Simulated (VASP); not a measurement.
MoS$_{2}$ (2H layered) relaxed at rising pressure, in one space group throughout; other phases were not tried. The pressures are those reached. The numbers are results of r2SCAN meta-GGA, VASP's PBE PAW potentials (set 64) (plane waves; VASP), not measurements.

```tsv
P (GPa)	V (Å³/atom)	k-mesh
0.07	18.798	8×8×2
9.99	16.141	8×8×2
20.03	14.996	8×8×2
30.07	14.202	8×8×2
```

A change of mesh leaves a small step in the series.

Q: Fit an equation of state and predict the volume at 44.98 GPa.

A: Least squares on the third-order Birch-Murnaghan form, P = (3B0/2)(y⁷ − y⁵)[1 + (3/4)(B′ − 4)(y² − 1)] with y = (V0/V)^(1/3), gives V0 = 18.821 Å³/atom, B0 = 35 GPa and B′ = 8.8, and so 13.397 Å³/atom. The run gave 13.295 Å³/atom, -0.8 % from the fit.

Pressures at which the relaxation failed are left out.

The compound is MoS2 in the 2H layered structure.
